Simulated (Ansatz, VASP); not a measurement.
# CuI (Marshite) in two plane-wave programs, part 2 of 2

One calculation is typed for both programs; each brings its own data sets. How far apart do they land? The cell is taken from a series of runs on this material, whose earlier steps may have relaxed, scaled, displaced or heated it; both programs get it as it stands.

VASP 6.6.1 and Ansatz 0.2.0.

So far: Starting point; VASP: zone-centre phonons, PBE.

### Step 3. Ansatz: zone-centre phonons, PBE

Level of this step: Ansatz beside VASP: Kohn-Sham DFT, plane waves, PBE (Ansatz).

Ansatz runs on its default PAW (the set named soft_2) files.

The same cell, functional and mesh now go to Ansatz.

input.yaml reads:

```yaml
crystal:
  lattice:
    - [0.0, 3.039467869, 3.039467869]
    - [3.039467869, 0.0, 3.039467869]
    - [3.039467869, 3.039467869, 0.0]
  atoms:
    - { symbol: Cu, position: [0.25, 0.25, 0.25] }
    - { symbol: I, position: [0.0, 0.0, 0.0] }
kpoints:
  mp_grid: { grid: [8, 8, 8] }
hamiltonian:
  xc: pbe
scf:
  occupations: { method: fixed }
output:
  eigenvalues: true
phonons:
  method: dfpt
  dielectric: true
  rigid_motions: translations
basis:
  ecutwfc: 550
```

Run with:

```bash
> ansatz run input.yaml --threads 4 --pin off --max-ram 7168MiB --backend cpu --events-out ev --progress --plain --runs-dir out
```

Numbers of over 12 decimals in the logs are rounded to 6 here.

Output:

```text
Engine: ansatz 0.2.0, x86_64-unknown-linux-gnu
Pseudopotentials: kind: paw
Pseudopotential: Cu, paw, valence charge 19, recommended cutoff 420 eV (normal), Cu.paw.azcp
Pseudopotential: I, paw, valence charge 17, recommended cutoff 420 eV (normal), I.paw.azcp
Functional definition: PBE
  parameter kappa = 0.804
  parameter beta = 0.066725
  exchange = pbe_x(kappa = kappa, mu = beta*pi^2/3)
  correlation = pbe_c(beta = beta)
Crystal: 2 atoms, lattice volume = 56.159 Å³
Basis set: ecut = 550 eV, 1639 PW (Γ), exchange–correlation on 72×72×72 points (8 copies of the dense FFT grid, shifted against one another)
Bands: 22, of which v1, the nominal top of the filled ones, is band 18 counted from 1 (17 counted from 0)
Symmetry: 24 space group operations
k-points: 95 of 512 (irreducible under 4 space group operations, time reversal used)
Non-local potential: Cu, projectors of the file, l = 0: 3, l = 1: 2, l = 2: 3, l = 3: 1
Non-local potential: I, projectors of the file, l = 0: 2, l = 1: 2, l = 2: 2, l = 3: 2
PAW form: soft (Blöchl's): semilocal exchange-correlation on the pseudo side does not see the compensation charge
PAW one-centre angular grid: Cu, 590 points (default); XC on 64 Gauss nodes
PAW one-centre angular grid: I, 590 points (default); XC on 64 Gauss nodes
Initial density: superposition of atomic densities (neutral atoms: chi_scale 0, normalization atom), corrected by the library's trained network
Initial wavefunctions: pseudopotential atomic-orbital guess
Functional: x = pbe(κ = 0.804, μ = 0.219515), c = pbe(β = 0.066725)
SCF iter   1: F=—  HF=-14138.371123 eV  |F-HF|=—  |Δ(HF+E_count)|=         —  Δρ=1.44e-3  dr2=9.10e-4  ethr=1.77e-3  ⟨swp⟩=5.0  Hψ=8528  notcnv=0  defer=176
preconditioner: auto → none  [insulator: Δε(μ)=1.112 eV  Ē_g=8.932 eV  n_scr=14 (ndim 8)  ℏωp=21.0 eV  f_vac=0.182  ε∞_Penn≈6.5]
SCF iter   2: F=—  HF=-14138.371240 eV  |F-HF|=—  |Δ(HF+E_count)|=   1.17e-4  Δρ=1.60e-3  dr2=8.74e-4  ethr=2.53e-6  ⟨swp⟩=2.8  Hψ=4562  notcnv=0  defer=182
SCF iter   3: F=—  HF=-14138.371086 eV  |F-HF|=—  |Δ(HF+E_count)|=   1.54e-4  Δρ=1.01e-3  dr2=3.63e-4  ethr=2.43e-6  ⟨swp⟩=2.0  Hψ=3903  notcnv=0  defer=182
SCF iter   4: F=—  HF=-14138.371053 eV  |F-HF|=—  |Δ(HF+E_count)|=   3.38e-5  Δρ=4.64e-4  dr2=7.50e-5  ethr=1.01e-6  ⟨swp⟩=2.0  Hψ=2502  notcnv=0  defer=182
SCF iter   5: F=—  HF=-14138.371051 eV  |F-HF|=—  |Δ(HF+E_count)|=   1.78e-6  Δρ=1.01e-4  dr2=3.57e-6  ethr=2.08e-7  ⟨swp⟩=2.0  Hψ=2646  notcnv=0  defer=156
SCF iter   6: F=—  HF=-14138.371056 eV  |F-HF|=—  |Δ(HF+E_count)|=   5.41e-6  Δρ=9.39e-6  dr2=2.89e-8  ethr=9.92e-9  ⟨swp⟩=2.0  Hψ=2826  notcnv=0  defer=131
SCF iter   7: F=—  HF=-14138.371056 eV  |F-HF|=—  |Δ(HF+E_count)|=   2.22e-8  Δρ=8.51e-7  dr2=6.20e-10  ethr=8.03e-11  ⟨swp⟩=2.9  Hψ=3761  notcnv=0  defer=130
SCF iter   8: F=-14138.371056 eV  HF=-14138.371056 eV  |F-HF|=5.82e-11  |Δ(HF+E_count)|=  7.49e-10  Δρ=3.04e-7  dr2=4.40e-11  ethr=1.00e-12  ⟨swp⟩=10.8  Hψ=14139  notcnv=0
SCF 1 converged in 8 iterations: F = -14138.371056 eV  dr2 = 4.40e-11
  greatest PAW one-centre occupation: 1.000 electrons in one spin orbital (limit 2), on the Cu atom at site 0 (counted from 0), in its partial waves of l = 0
DFPT response loops at Γ: preconditioner auto → none (the input reference at scf.mixing.eps_inf says where Resta's filter doesn't serve); β = 0.50; Broyden in place of MSR1
── the response to a field inside a basis, on 8×8×8 k-points: an SCF that follows is theirs, and a resumed run solves both again ──
Bands: 19, of which v1, the nominal top of the filled ones, is band 18 counted from 1 (17 counted from 0)
k-points: 60 of 512 (irreducible under 6 space group operations, time reversal used)
Initial density: handed on by an earlier stage of this run
Initial wavefunctions: pseudopotential atomic-orbital guess (no wavefunctions were taken with the density)
Eigensolver: Dense (60 Hₖ)
SCF iter   1: F=—  HF=-14138.368945 eV  |F-HF|=—  |Δ(HF+E_count)|=         —  Δρ=7.40e-5  dr2=9.23e-7  ethr=1.00e-1
preconditioner: auto → none  [insulator: Δε(μ)=1.387 eV  Ē_g=6.850 eV  n_scr=14 (ndim 8)  ℏωp=21.0 eV  f_vac=0.180  ε∞_Penn≈10.4]
SCF iter   2: F=—  HF=-14138.368947 eV  |F-HF|=—  |Δ(HF+E_count)|=   1.99e-6  Δρ=2.84e-5  dr2=8.24e-8  ethr=2.56e-9
SCF iter   3: F=—  HF=-14138.368948 eV  |F-HF|=—  |Δ(HF+E_count)|=   8.76e-7  Δρ=5.41e-5  dr2=9.71e-7  ethr=2.29e-10  recentre
SCF iter   4: F=-14138.368948 eV  HF=-14138.368948 eV  |F-HF|=8.46e-9  |Δ(HF+E_count)|=   1.78e-7  Δρ=4.01e-6  dr2=3.16e-9  ethr=2.29e-10
SCF 1 converged in 4 iterations: F = -14138.368948 eV  dr2 = 3.16e-9
DFPT response loops at Γ: mixed as the last ones told, above
WARN: field response: ε∞ stands inside a basis, on 8×8×8 points; the force constants stand on the 8×8×8 k-mesh, whose period is 12.74 times the interband length at k = (0.0000, 0.0000, 0.0000), direct gap 1.102 eV, under 14: take them and everything formed from them as unconverged, and compare with a denser kpoints.mp_grid
SCF converged after 8 iterations
Free energy (F): -14138.371056 eV
Harris-Foulkes:  -14138.371056 eV  (|F-HF|=5.82e-11)
Internal energy: -14138.371056 eV  (E = F + TS)
E sigma→0 (E₀):  -14138.371056 eV
Fermi energy:    8.040897 eV
--- Per-component energies (eV) ---
  E_band       = -870.674575
  E_kinetic    = 489.234876
  E_local      = -7641.952646  (includes V_loc(G=0)·N_el)
  E_nonlocal   = 314.549482
  E_hartree    = 3551.282857
  E_xc         = -215.129795
  E_vxc        = -240.895775  (∫ρ·V_xc dr)
  E_paw        = -6493.114338  (= ΣΔE_a)
  E_vpaw       = -894.176766  (= ΣTr[D̂ρ^β])
  E_aug_tail   = 0.000036  (compensation charges beyond the density's cutoff)
  E_ewald      = -4143.241528
  E_smearing   = -0.000000  (= −TS)
  E_closure    = 0.000000  (closes the sum)
  Σ components = -14138.371056   (vs F -14138.371056, Δ=0.00e0)
--- Band table (eV; the first three rows and the last of 95) ---
  k-point 0: bands = [... 14 lower, 6.2242, 8.0409, 8.0409, 8.0409, 9.1432, 12.9256, 12.9256, 12.9256]
  k-point 1: bands = [... 14 lower, 6.2182, 7.4309, 7.9275, 7.9275, 9.8338, 12.8268, 13.1412, 13.1412]
  k-point 2: bands = [... 14 lower, 6.2154, 6.7914, 7.6772, 7.6772, 10.2828, 13.4762, 13.4762, 13.4950]
  k-point 94: bands = [... 14 lower, 6.1782, 6.3061, 6.4713, 6.8089, 12.4983, 12.6954, 14.0448, 14.4301]
--- Phonons (Γ-DFPT): 2 representative perturbations + reference, on 95 of 512 k-points (Σ response iterations 6) ---
  k mesh reduced under 4 symmetry operations, with k and −k counted as one. Each operation leaves every solved perturbation unchanged. A smaller set is not considered because the run solves the response to a homogeneous field
  ASR residual: 1.703e-4 → 0.000e0 eV/Å²; symmetrization residual: 1.876e-6 eV/Å²
  ASR residual per site (eV/Å²): 1.70e-4 4.69e-5
  Γ frequencies (cm⁻¹): 0.00 0.00 0.00 122.55 122.55 122.55
  ε∞ (high-frequency dielectric tensor):
        6.366564     0.000000     0.000000
        0.000000     6.366564     0.000000
        0.000000     0.000000     6.366564
  ε⁰ (static dielectric tensor: ions relaxed, cell fixed):
        8.070882     0.000000     0.000000
        0.000000     8.070882    -0.000000
        0.000000    -0.000000     8.070882
  ε⁰ − ε∞ (ionic part):
        1.704318     0.000000     0.000000
        0.000000     1.704318    -0.000000
        0.000000    -0.000000     1.704318
  softest optical mode at Γ: 122.55 cm⁻¹; the repairs (sum rule, projections) moved no ω² at Γ by more than (0.88 cm⁻¹)²
  Born effective charges Z* (e; rows j = field, columns β = displacement):
    site 0:
         1.11221    0.00000   -0.00000
         0.00000    1.11221    0.00000
         0.00000    0.00000    1.11221
    site 1:
        -1.11221   -0.00000    0.00000
        -0.00000   -1.11221   -0.00000
        -0.00000   -0.00000   -1.11221
  Z* charge neutrality: 4.610e-4 e pre-enforcement
  solved inside a basis spanned on kpoints, on 8×8×8 k-points, its susceptibility summed on 12×12×12: ε∞ is read to err by 1.8e-2, Z* by 2.0e-2 e (field_mesh: kpoints solves on kpoints); Z* is corrected for what the basis lacks
  optical modes at Γ without the LO–TO term, one row a degenerate level:
      ω (cm⁻¹)  modes    IR ((D/Å)²/amu)
        122.55      3             2.0220
  optical modes at Γ + LO–TO along q̂ = [1.0000, 0.0000, 0.0000]:
      ω (cm⁻¹)  modes    IR ((D/Å)²/amu)
        122.55      2             1.3480
        137.98      1             0.6740
  optical modes at Γ + LO–TO along q̂ = [0.0000, 1.0000, 0.0000]:
      ω (cm⁻¹)  modes    IR ((D/Å)²/amu)
        122.55      2             1.3480
        137.98      1             0.6740
  optical modes at Γ + LO–TO along q̂ = [0.0000, 0.0000, 1.0000]:
      ω (cm⁻¹)  modes    IR ((D/Å)²/amu)
        122.55      2             1.3480
        137.98      1             0.6740
```

Reading the cycles: dr2 is the Hartree energy of the density residual (eV), the measure of convergence; HF is the Harris–Foulkes estimate of the energy, which meets the free energy F at convergence.

### Step 4. Side by side

Known differences besides the potentials themselves: fixed occupations in Ansatz, narrow Gaussian smearing in VASP; VASP's response is taken on the typed mesh, Ansatz refines its own for the field response alone; the data sets hold 36 valence electrons in Ansatz (on its default PAW (the set named soft_2) files) and 18 in VASP; the cutoff is 550 eV in Ansatz and 600 eV in VASP. Total energies have different zeros and are not compared.

The two programs side by side:

| quantity | Ansatz | VASP | difference |
| --- | --- | --- | --- |
| ε∞ xx | 6.37 | 6.53 | -2.47 % |
| ε∞ yy | 6.37 | 6.53 | -2.47 % |
| ε∞ zz | 6.37 | 6.53 | -2.47 % |
| Born charge of Cu1 (mean of the diagonal) (e) | 1.11 | 1.14 | -0.02 |
| Born charge of I2 (mean of the diagonal) (e) | -1.11 | -1.14 | +0.02 |
| optical mode 1 to 3 (cm⁻¹) | 122.5 | 123.1 | -0.45 % |

Modes are paired by rising frequency, not by their patterns, so a pair may set unlike modes beside each other; they are those without the splitting of longitudinal modes.

### Step 5. Summary of results

```json
{"r.m.s. difference of the optical zone-centre modes, each program's sorted by frequency (zone-centre phonons, PBE)": "0.55 cm⁻¹", "difference in ε∞ xx (zone-centre phonons, PBE)": "-2.5 %"}
```

The r.m.s. difference of the optical zone-centre modes, each program's sorted by frequency is 0.55 cm⁻¹ (zone-centre phonons, PBE). The data sets hold unlike numbers of valence electrons (36 in Ansatz and 18 in VASP), so part of the differences comes from the potentials. Among the rows given in per cent, the largest difference of the zone-centre phonons, PBE pair is in ε∞ xx, -2.5 %. Such differences can come from data sets, numerical settings and the points named under the comparisons, not from the functional's error against experiment.

[Lines on the potential files, build, host, timing and source positions are cut from VASP's logs without a mark.]

[Logs are printed without paths, hosts, clocks, repeated set-up lines and the standing remarks that a program may print on its own settings, such as how far it seeks lower states.]

[Hosts, paths, dates, database ids (printed as entryN), source tags and the programs' standing remarks are cut or masked in the printed files.]
